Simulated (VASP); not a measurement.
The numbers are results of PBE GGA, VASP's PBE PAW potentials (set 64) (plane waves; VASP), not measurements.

VASP ran on this input.

### KPOINTS
```
Automatic mesh
0
Gamma
 1 1 1
```

INCAR:
```
! general
SYSTEM  = C31GeSi31
PREC    = Normal
ENCUT   = 400
LREAL   = Auto   ! projection in real space or not
LASPH   = .True.   ! aspherical one-centre terms
ISYM    = 0

! electronic loop
EDIFF   = 1E-5
NELM    = 100   ! most electronic steps
NELMIN  = 4
ALGO    = Fast   ! Davidson, then RMM-DIIS
LMAXMIX = 4   ! l cut-off of mixed one-centre charges

! smearing
ISMEAR  = 0
SIGMA   = 0.05

! functional
GGA     = PE

! spin
ISPIN   = 2
MAGMOM  = 63*0.0317
NUPDOWN = 2

! ions
IBRION  = 2
NSW     = 70   ! most ionic steps
ISIF    = 2   ! forces and stress, cell fixed
EDIFFG  = -0.03   ! ionic stop

! output
LWAVE   = .True.
LCHARG  = .False.
LORBIT  = 10
```

POSCAR:
```
C31GeSi31
1
    8.7583314357     0.0000000000     0.0000000000
    0.0000000000     8.7583314357    -0.0000000000
   -0.0000000000    -0.0000000000     8.7583314357
Si C Ge
31 31 1
Direct
  0.5000000000   0.0000000000   0.0000000000
  0.7500000000   0.2500000000   0.0000000000
  0.7500000000   0.0000000000   0.2500000000
  0.0000000000   0.0000000000   0.0000000000
  0.2500000000   0.2500000000   0.0000000000
  0.5000000000   0.5000000000   0.0000000000
  0.7500000000   0.7500000000   0.0000000000
  0.2500000000   0.0000000000   0.2500000000
  0.5041670000   0.2445660000   0.2475920000
  0.7533150000   0.4995080000   0.2443460000
  0.5000000000   0.0000000000   0.5000000000
  0.7444380000   0.2453720000   0.5032600000
  0.7500000000   0.0000000000   0.7500000000
  0.0000000000   0.5000000000   0.0000000000
  0.2500000000   0.7500000000   0.0000000000
  0.0000000000   0.2500000000   0.2500000000
  0.2500000000   0.5000000000   0.2500000000
  0.5000000000   0.7500000000   0.2500000000
  0.0000000000   0.0000000000   0.5000000000
  0.2500000000   0.2500000000   0.5000000000
  0.7500000000   0.7500000000   0.5000000000
  0.2500000000   0.0000000000   0.7500000000
  0.5000000000   0.2500000000   0.7500000000
  0.7500000000   0.5000000000   0.7500000000
  0.0000000000   0.7500000000   0.2500000000
  0.0000000000   0.5000000000   0.5000000000
  0.2500000000   0.7500000000   0.5000000000
  0.0000000000   0.2500000000   0.7500000000
  0.2500000000   0.5000000000   0.7500000000
  0.5000000000   0.7500000000   0.7500000000
  0.0000000000   0.7500000000   0.7500000000
  0.6302250000   0.1277140000   0.1286260000
  0.8761070000   0.3703190000   0.1232250000
  0.8773360000   0.1260250000   0.3698390000
  0.1250000000   0.1250000000   0.1250000000
  0.3774010000   0.3711080000   0.1285640000
  0.6228030000   0.6197830000   0.1220020000
  0.8750000000   0.8750000000   0.1250000000
  0.3750130000   0.1238310000   0.3776140000
  0.8740750000   0.6230580000   0.3761940000
  0.6207690000   0.1252410000   0.6233710000
  0.8741630000   0.3715360000   0.6264230000
  0.8750000000   0.1250000000   0.8750000000
  0.1250000000   0.6250000000   0.1250000000
  0.3750000000   0.8750000000   0.1250000000
  0.1250000000   0.3750000000   0.3750000000
  0.3784970000   0.6293540000   0.3759960000
  0.6250000000   0.8750000000   0.3750000000
  0.1250000000   0.1250000000   0.6250000000
  0.3761950000   0.3713920000   0.6236390000
  0.6279980000   0.6224430000   0.6197830000
  0.8750000000   0.8750000000   0.6250000000
  0.3750000000   0.1250000000   0.8750000000
  0.6250000000   0.3750000000   0.8750000000
  0.8750000000   0.6250000000   0.8750000000
  0.1250000000   0.8750000000   0.3750000000
  0.1250000000   0.6250000000   0.6250000000
  0.3750000000   0.8750000000   0.6250000000
  0.1250000000   0.3750000000   0.8750000000
  0.3750000000   0.6250000000   0.8750000000
  0.6250000000   0.8750000000   0.8750000000
  0.1250000000   0.8750000000   0.8750000000
  0.4975170000   0.5023320000   0.4971770000
```

POTCAR, in this order: Si C Ge (PBE.64 set). Program: vasp_gam.

**Question.** What will the output report for the number of irreducible k-points (NKPTS), largest plane-wave count, FFT grid (NGX, NGY, NGZ)?

**Answer.** 
| Property | Result |
|---|---|
| number of irreducible k-points (NKPTS) | 1 |
| largest plane-wave count | 6075 |
| FFT grid (NGX, NGY, NGZ) | 48 × 48 × 48 |

The cell is a supercell with a defect, built from SiC (zinc blende): Ge_Si-vac_C.
